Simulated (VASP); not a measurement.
Calculation: PBEsol GGA, VASP's PBE PAW potentials (set 64) (plane waves; VASP). For the first row: Numerical set-up: 400 eV cut-off, 7×7×7 Γ-centred mesh, tetrahedra with Blöchl corrections, potentials Zn Cd Te.

```csv
system,energy (eV/atom)
ZnCdTe2 (space group R3m),-2.8313
Zn (hcp),-1.5812
Cd (hcp),-1.1996
Te (trig),-3.5255
```

The references are the elements' solids at the same level; no temperature or zero-point terms are added.     Spin-orbit coupling is left out, which shifts such energies by up to tenths of an eV for the heavy elements here.

Q: What is the formation energy per atom of ZnCdTe2?

A: The references average (1×(-1.5812) + 1×(-1.1996) + 2×(-3.5255))/4 = -2.4579 eV, so the formation energy is -2.8313 − (-2.4579) = -0.373 eV/atom.
